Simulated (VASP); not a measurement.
An input for Quantum ESPRESSO's pw.x (written as the equivalent of a VASP run, and not itself run):

```
&CONTROL
  calculation = 'scf'
  pseudo_dir = './pseudo'
  outdir = './out'
  tprnfor = .true.
  tstress = .true.
/
&SYSTEM
  ibrav = 0
  nat = 5
  ntyp = 3
  ecutwfc = 84
  occupations = 'smearing'
  smearing = 'gaussian'
  degauss = 0.003675
  input_dft = 'pw91'
/
&ELECTRONS
  conv_thr = 7.3e-09
  electron_maxstep = 100
/
ATOMIC_SPECIES
  Ba 137.327 Ba.upf
  Zr 91.224 Zr.upf
  O 15.999 O.upf
CELL_PARAMETERS angstrom
     4.2344419    0.0000000    0.0000000
     0.0000000    4.2344419    0.0000000
     0.0000000    0.0000000    4.2344419
ATOMIC_POSITIONS crystal
  Ba   0.0000000  0.0000000  0.0000000
  Zr   0.5000000  0.5000000  0.5000000
  O    0.5000000  0.0000000  0.5000000
  O    0.0000000  0.5000000  0.5000000
  O    0.5000000  0.5000000  0.0000000
K_POINTS automatic
  5 5 5 0 0 0
```

Problem. Write the VASP files for the same calculation (PW91).

Solution. Several could match; the one computed here: 
KPOINTS:
```
Automatic
0
Gamma
  5 5 5
0 0 0
```

### INCAR
```
SYSTEM  =  BaZrO3
PREC  =  Accurate; ENCUT  =  520; LREAL  =  .False.
LASPH  =  .True.
EDIFF  =  1E-7; NELM  =  100; ALGO  =  Normal
LMAXMIX  =  4
ISMEAR  =  0; SIGMA  =  0.05
GGA  =  91
ISIF  =  2
LWAVE  =  .False.; LCHARG  =  .False.
```

File POSCAR:
```
BaZrO3
4.2344420
  0.9999999854   0.0000000000   0.0000000000
  0.0000000000   0.9999999854   0.0000000000
  0.0000000000   0.0000000000   0.9999999854
Ba Zr O
1 1 3
Cartesian
  0.0000000000   0.0000000000   0.0000000000
  0.4999999927   0.4999999927   0.4999999927
  0.4999999927   0.0000000000   0.4999999927
  0.0000000000   0.4999999927   0.4999999927
  0.4999999927   0.4999999927   0.0000000000
```

POTCAR, in this order: Ba_sv Zr_sv O (PBE.64 set). Program: vasp_std.

The two are equivalent in intent, not identical: the potentials are each code's own (VASP's PAW set, PseudoDojo norm-conserving files in pw.x), so ENCUT and ecutwfc are chosen apart and not converted; conv_thr bounds pw.x's estimated SCF error, while EDIFF bounds the energy change between steps.

The compound is BaZrO3 in the cubic perovskite structure. It was relaxed first.
